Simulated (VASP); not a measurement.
Runs of VASP 6.6.1 on Sn. It takes space group Fd-3m (No. 227, cubic). The conventional cell has a = 6.570 Å, b = 6.570 Å, c = 6.570 Å, α = 90.00°, β = 90.00°, γ = 90.00°. Around Sn (site symmetry -43m) lie 4 Sn at 2.84 Å. This isn't the form of Sn at room conditions, which is tetragonal (white tin).

| task | level | potentials or basis | cell | k mesh | cutoff (eV) | mesh quality | gap on the mesh (eV) | pressure (GPa) | relaxed volume (Å³/atom) |
| --- | --- | --- | --- | --- | --- | --- | --- | --- | --- |
| relaxation of cell and atoms | PBEsol | VASP PAW PBE potentials, release 64 (Sn_d) | relaxed | 4 × 4 × 4 | 600 | coarse | none | 0.0 | 35.48 |
| relaxation of cell and atoms | PBE | VASP PAW PBE potentials, release 64 (Sn_d) | relaxed | 12 × 12 × 12 | 600 | not flagged | none | 0.0 | 36.83 |
| single point | PBEsol | VASP PAW PBE potentials, release 64 (Sn_d) | as given | 12 × 12 × 12 | 520 | not flagged | none | (b) | - |
| relaxation of cell and atoms | PBEsol | VASP PAW PBE potentials, release 64 (Sn_d) | relaxed | 12 × 12 × 12 | 300 | not flagged | none | 0.0 | 34.63 |
| relaxation of cell and atoms | PBE+D3(BJ) | VASP PAW PBE potentials, release 64 (Sn_d) | relaxed | 12 × 12 × 12 | 600 | not flagged | none | 0.0 | 35.48 |
| relaxation of cell and atoms | LDA | VASP PAW LDA potentials, release 64 (Sn_d) | relaxed | 12 × 12 × 12 | 600 | not flagged | none | 0.0 | 33.95 |
| relaxation of cell and atoms | PBEsol | VASP PAW PBE potentials, release 64 (Sn_d) | relaxed | 12 × 12 × 12 | 600 | not flagged | none | 0.0 | 34.95 |
| relaxation of cell and atoms | RPBE | VASP PAW PBE potentials, release 64 (Sn_d) | relaxed | 12 × 12 × 12 | 600 | not flagged | none | 0.0 | (a) |
| relaxation of cell and atoms | PBEsol | VASP PAW PBE potentials, release 64 (Sn) | relaxed | 12 × 12 × 12 | 580 | not flagged | none | 0.0 | 35.07 |

Alike in all rows: no spin polarisation; smearing gaussian 0.1 eV.

Task: Fill in the values left out.

Result: (a) 38.12; (b) -0.6.

Caveats: some runs use coarse meshes; the PAW data sets were made with another functional, which shifts forces and pressure a little (some runs); pairwise dispersion overbinds metals, which lowers pressure and volume (some runs).

A k mesh can miss the band edges, and the runs leave out spin-orbit coupling on Sn.

A gap of «none» marks a metal or a gap under the smearing width.

The runs don't all hold the same shells in valence.
